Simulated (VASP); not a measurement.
Input of a VASP 6.6.1 run:

INCAR

```
SYSTEM = HCS2F
  ALGO = Normal
  EDIFF = 1E-6
  ENCUT = 520
  GGA = PE
  ISIF = 2
  ISMEAR = -1
  IVDW = 12
  LASPH = .True.
  LCHARG = .True.
  LELF = .True.
  LREAL = Auto
  LVHAR = .True.
  LWAVE = .False.
  NBANDS = 93
  NELM = 100
  PREC = Accurate
  SIGMA = 0.02
```

Contents of KPOINTS:

```
k-points
0
Gamma
  1 1 1
  0 0 0
```

File POSCAR:

```
HCS2F
1.0
    9.2986240000      0.0000000000      0.0000000000
    0.0000000000      9.2986240000      0.0000000000
    0.0000000000      0.0000000000      9.2986240000
F H S C
6 6 12 6
Direct
    0.2691473491      0.2000188415      0.2276035680
    0.6560433028      0.8765490464      0.5434890151
    0.5501028969      0.7002326366      0.8013873881
    0.2587694695      0.9955021302      1.0627056218
    0.3016145184      0.6097353759      0.5024291766
    0.8037963466      0.1459893421      0.6085631595
    0.2618236849      0.1316431334      0.1453763482
    0.6959954505      0.9668097129      0.5845058366
    0.5824732778      0.7604566009      0.7199344763
    0.2317117027      1.0239579533      0.9649922397
    0.3529769566      0.5209910628      0.4838242734
    0.7693288813      0.2410034001      0.5926145632
   -0.0658054353      0.0981112904      0.9684336091
    0.1065426454      0.3251233731      0.7943110723
    0.7231607601      0.4537875712      0.5893882794
    0.9280835530      0.6269422228      0.3862937140
    0.4903091038      0.1352350627      0.8491471426
    0.3980588956      0.2864079675      0.5638898831
    0.5297558004      0.8413717987      0.1985024881
    0.3043353511      0.6127895912      0.1223191732
    0.1529043437      0.9873718950      0.4481523288
   -0.0267028756      0.8306820450      0.6860477421
    0.6995120999      0.4229120352      0.0884216848
    0.6245977900      0.1854683015      0.3136593113
    0.0137117062      0.2140209132      0.8852169955
    0.8278106524      0.5322400390      0.4800172585
    0.4432161146      0.2142144902      0.7100405393
    0.4213311561      0.7221283493      0.1625509323
    0.0674185772      0.9087150959      0.5699660509
    0.6700883916      0.2959039961      0.1995886703
```

Potentials or basis: VASP PAW PBE potentials, release 64 (F, H, S, C).

Run with:

```console
$ cat potpaw_PBE.64/F/POTCAR potpaw_PBE.64/H/POTCAR potpaw_PBE.64/S/POTCAR potpaw_PBE.64/C/POTCAR > POTCAR
$ mpirun -np 1 vasp_gam > vasp.out
```

Q: Predict the largest force.

A: 3.219 eV/Å.

Q: Estimate the pressure.

A: -0.6 GPa.

Q: What does it give for the dispersion energy per atom?

A: -0.076 eV.

Q: Predict the band gap on the k mesh.

A: 2.79 eV, direct.

Forces on the atoms (eV/Å):
```
F   -0.099 -0.440 -0.974
F    0.495  1.565  1.072
F    0.655  1.182 -1.485
F   -0.501  0.249 -1.770
F    0.578 -0.988 -0.256
F    0.052 -1.078  0.166
H    0.187  0.826  1.493
H   -0.449 -1.370 -0.827
H   -0.591 -1.074  1.261
H    0.322 -0.528  1.217
H   -0.618  1.164  0.318
H   -0.057  0.632 -0.167
S   -1.097 -1.231  1.047
S   -0.900 -0.695  0.828
S    0.321  0.572 -0.410
S   -0.282 -0.573  0.027
S    0.110 -0.040  0.202
S    0.094 -0.602  0.638
S    0.976  0.578  0.356
S   -0.652 -0.914 -0.213
S   -0.209 -0.311  0.485
S    0.460  0.205 -0.058
S   -0.149 -1.212  0.839
S    0.000 -0.827  0.332
C    1.837  1.993 -1.737
C   -0.040  0.196  0.316
C   -0.254  0.408 -0.903
C   -0.216  0.154 -0.137
C   -0.110  0.126 -0.193
C    0.138  2.033 -1.465
```
